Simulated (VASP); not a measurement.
```
CELL_PARAMETERS angstrom
      0.00000     2.02500     2.02500
      2.02500     0.00000     2.02500
      2.02500     2.02500     0.00000
ATOMIC_POSITIONS crystal
  Al 0.00000 0.00000 0.00000
```

The numbers are results of optB88-vdW, VASP's PBE PAW potentials (set 64) (plane waves; VASP), not measurements. Run with 520 eV cut-off, Gaussian smearing of 0.050 eV, potentials Al.

Q: Give the energies of bands 1 to 4 at the high-symmetry points, in eV from the Fermi level.

A: 
| band | Γ | X | U | L | W |
|---|---|---|---|---|---|
| 1 | -11.10 | -2.95 | -1.92 | -4.55 | -0.88 |
| 2 | 12.52 | -1.61 | -1.35 | -4.44 | -0.88 |
| 3 | 12.52 | 5.24 | -0.46 | 11.17 | 0.26 |
| 4 | 12.52 | 5.48 | 6.45 | 11.17 | 0.93 |

It has no gap at this level: it comes out as a metal or semimetal.

The compound is Al in the fcc structure. The cell was not relaxed at this level.
